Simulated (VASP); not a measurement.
Computed with PBE GGA, VASP's PBE PAW potentials (set 64) (plane waves; VASP).

VASP input:

INCAR:
```
SYSTEM  =  Pb
PREC  =  Normal; ENCUT  =  400; LREAL  =  .FALSE.
LASPH  =  .TRUE.
EDIFF  =  1E-5; NELM  =  100; NELMIN  =  4
ALGO  =  Fast; LMAXMIX  =  4
ISMEAR  =  1; SIGMA  =  0.1
GGA  =  PE
IBRION  =  2; NSW  =  20; ISIF  =  2
EDIFFG  =  -0.03
LWAVE  =  .FALSE.; LCHARG  =  .FALSE.
```

File KPOINTS:
```
Regular mesh
0
G
 16 16 16
0 0 0
```

POSCAR:
```
Pb
1
    0.0000000000     2.5098870452     2.5098870452
    2.5098870452     0.0000000000     2.5098870452
    2.5098870452     2.5098870452     0.0000000000
Pb
1
Direct
  0.0000000000   0.0000000000   0.0000000000
```

POTCAR, in this order: Pb (PBE.64 set). Program: vasp_std.

The resulting files:

**OUTCAR**
```
 ion  position               nearest neighbor table
   1  0.000  0.000  0.000-
  LATTYP: Found a face centered cubic cell.
 ALAT       =     5.0197740904
 Subroutine PRICEL returns:
 Original cell was already a primitive cell.
 Subroutine GETGRP returns: Found 48 space group operations
The static configuration has the point symmetry O_h .
The dynamic configuration has the point symmetry O_h .
 Subroutine INISYM returns: Found 48 space group operations
 Subroutine IBZKPT returns following result:
 Found    145 irreducible k-points:

 Following reciprocal coordinates:
            Coordinates               Weight
  0.000000  0.000000  0.000000      1.000000
  0.062500  0.000000  0.000000      8.000000
  0.125000  0.000000  0.000000      8.000000
  0.187500  0.000000  0.000000      8.000000
  0.250000  0.000000  0.000000      8.000000
  0.312500  0.000000  0.000000      8.000000
  0.375000  0.000000  0.000000      8.000000
  0.437500  0.000000  0.000000      8.000000
  0.500000  0.000000  0.000000      4.000000
  0.062500  0.062500  0.000000      6.000000
  0.125000  0.062500  0.000000     24.000000
  0.187500  0.062500  0.000000     24.000000
  0.250000  0.062500  0.000000     24.000000
  0.312500  0.062500  0.000000     24.000000
  0.375000  0.062500  0.000000     24.000000
  0.437500  0.062500  0.000000     24.000000
  0.500000  0.062500  0.000000     24.000000
 -0.437500  0.062500  0.000000     24.000000
 -0.375000  0.062500  0.000000     24.000000
 -0.312500  0.062500  0.000000     24.000000
 -0.250000  0.062500  0.000000     24.000000
 -0.187500  0.062500  0.000000     24.000000
 -0.125000  0.062500  0.000000     24.000000
 -0.062500  0.062500  0.000000     12.000000
  0.125000  0.125000  0.000000      6.000000
  0.187500  0.125000  0.000000     24.000000
  0.250000  0.125000  0.000000     24.000000
  0.312500  0.125000  0.000000     24.000000
  0.375000  0.125000  0.000000     24.000000
  0.437500  0.125000  0.000000     24.000000
  0.500000  0.125000  0.000000     24.000000
 -0.437500  0.125000  0.000000     24.000000
 -0.375000  0.125000  0.000000     24.000000
 -0.312500  0.125000  0.000000     24.000000
 -0.250000  0.125000  0.000000     24.000000
 -0.187500  0.125000  0.000000     24.000000
 -0.125000  0.125000  0.000000     12.000000
  0.187500  0.187500  0.000000      6.000000
  0.250000  0.187500  0.000000     24.000000
  0.312500  0.187500  0.000000     24.000000
   k-points           NKPTS =    145   k-points in BZ     NKDIM =    145   number of bands    NBANDS=      6
   number of dos      NEDOS =    301   number of ions     NIONS =      1
   total plane-waves  NPLWV =   5832
   dimension x,y,z NGX =    18 NGY =   18 NGZ =   18
   dimension x,y,z NGXF=    36 NGYF=   36 NGZF=   36
   ions per type =               1
   PREC   = normal    normal or accurate (medium, high low for compatibility)
   ISTART =      0    job   : 0-new  1-cont  2-samecut
   ICHARG =      2    charge: 1-file 2-atom 10-const
   ISPIN  =      1    spin polarized calculation?
   LNONCOLLINEAR =      F non collinear calculations
   LSORBIT =      F    spin-orbit coupling
   INIWAV =      1    electr: 0-lowe 1-rand  2-diag
   ENCUT  =  400.0 eV  29.40 Ry    5.42 a.u.   5.79  5.79  5.79*2*pi/ulx,y,z
   NELM   =    100;   NELMIN=  4; NELMDL= -5     # of ELM steps
   EDIFF  = 0.1E-04   stopping-criterion for ELM
   LREAL  =      F    real-space projection
   NLSPLINE    = F    spline interpolate recip. space projectors
   LMAXMIX     =    4 max onsite mixed and CHGCAR
   VOSKOWN=      0    Vosko Wilk Nusair interpolation
...
```

**OSZICAR**
```
       N       E                     dE             d eps       ncg     rms          rms(c)
DAV:   1     0.229663012584E+01    0.22966E+01   -0.12787E+03  1752   0.403E+02
DAV:   2    -0.347698385480E+01   -0.57736E+01   -0.54667E+01  2442   0.426E+01
DAV:   3    -0.358125133601E+01   -0.10427E+00   -0.10309E+00  1992   0.588E+00
DAV:   4    -0.358158620668E+01   -0.33487E-03   -0.33486E-03  2484   0.397E-01
DAV:   5    -0.358158690643E+01   -0.69974E-06   -0.69932E-06  2052   0.131E-02    0.438E+00
RMM:   6    -0.357619757795E+01    0.53893E-02   -0.13537E-03  1740   0.215E-01    0.268E+00
RMM:   7    -0.357308680261E+01    0.31108E-02   -0.58254E-03  1885   0.420E-01    0.196E-01
RMM:   8    -0.357314018213E+01   -0.53380E-04   -0.15112E-04  1740   0.978E-02    0.160E-01
RMM:   9    -0.357316682509E+01   -0.26643E-04   -0.35807E-05  1721   0.444E-02    0.788E-02
RMM:  10    -0.357316583483E+01    0.99026E-06   -0.31554E-06  1098   0.133E-02
   1 F= -.35731658E+01 E0= -.35730686E+01  d E =-.357317E+01
```

File OUTCAR:
```
------------------------ aborting loop because EDIFF is reached ----------------------------------------
  FORCE on cell =-STRESS in cart. coord.  units (eV):
  Direction    XX          YY          ZZ          XY          YZ          ZX
  --------------------------------------------------------------------------------------
  Total        0.0114712      0.0114712      0.0114712     -0.0000000     -0.0000000      0.0000000
  in kB        0.5811997      0.5811997      0.5811997     -0.0000000     -0.0000000      0.0000000
  external PRESSURE =       0.5811997 kB  Pullay stress =       0.0000000 kB
  volume of cell :       31.62
      direct lattice vectors                 reciprocal lattice vectors
     0.000000000  2.509887045  2.509887045    -0.199212152  0.199212152  0.199212152
     2.509887045  0.000000000  2.509887045     0.199212152 -0.199212152  0.199212152
     2.509887045  2.509887045  0.000000000     0.199212152  0.199212152 -0.199212152
 POSITION                                       TOTAL-FORCE (eV/Angst)
 -----------------------------------------------------------------------------------
      0.00000      0.00000      0.00000         0.000000      0.000000      0.000000
 -----------------------------------------------------------------------------------
    total drift:                                0.000000     -0.000000     -0.000000
  FREE ENERGIE OF THE ION-ELECTRON SYSTEM (eV)
  ---------------------------------------------------
  free  energy   TOTEN  =        -3.5731658348 eV

  energy  without entropy=       -3.5728742076  energy(sigma->0) =       -3.57306863

 reached required accuracy - stopping structural energy minimisation
```
(Selected blocks of OUTCAR.)

### OUTCAR
```
 val. band max:        4.6800233499   @ k =  -0.4375   0.3750   0.1875

 cond. band min:       4.7117287387   @ k =  -0.3125   0.3125   0.1250


 Fermi energy:         4.6875235979

 k-point     1 :       0.0000    0.0000    0.0000
  band No.  band energies     occupation
      1      -6.8570      2.00000
      2      11.7180      0.00000
      3      11.7180      0.00000
      4      11.7180      0.00000
      5      14.3775      0.00000
      6      15.3591      0.00000

 k-point     2 :       0.0625    0.0000    0.0000
  band No.  band energies     occupation
      1      -6.7850      2.00000
      2      10.7893      0.00000
      3      11.6239      0.00000
      4      11.6239      0.00000
      5      14.0957      0.00000
      6      15.7980      0.00000

 k-point     3 :       0.1250    0.0000    0.0000
  band No.  band energies     occupation
      1      -6.5698      2.00000
      2       9.0152      0.00000
      3      11.3792      0.00000
      4      11.3792      0.00000
      5      13.7427      0.00000
      6      16.5955      0.00000

 k-point     4 :       0.1875    0.0000    0.0000
  band No.  band energies     occupation
      1      -6.2139      2.00000
      2       7.1245      0.00000
      3      11.0579      0.00000
      4      11.0579      0.00000
      5      13.4746      0.00000
      6      16.7124      0.00000

 k-point     5 :       0.2500    0.0000    0.0000
  band No.  band energies     occupation
      1      -5.7243      2.00000
      2       5.3005     -0.00000
      3      10.7234      0.00000
      4      10.7234      0.00000
      5      13.3059      0.00000
      6      15.8804      0.00000

 k-point     6 :       0.3125    0.0000    0.0000
  band No.  band energies     occupation
      1      -5.1181      2.00000
      2       3.6206      2.00000
      3      10.4204      0.00000
      4      10.4204      0.00000
      5      13.2371      0.00000
      6      15.1401      0.00000
...
```

Unless said otherwise, spin-orbit coupling is left out, though it shifts the bands of the heavy elements here.

The compound is Pb in the fcc structure. It was relaxed first.
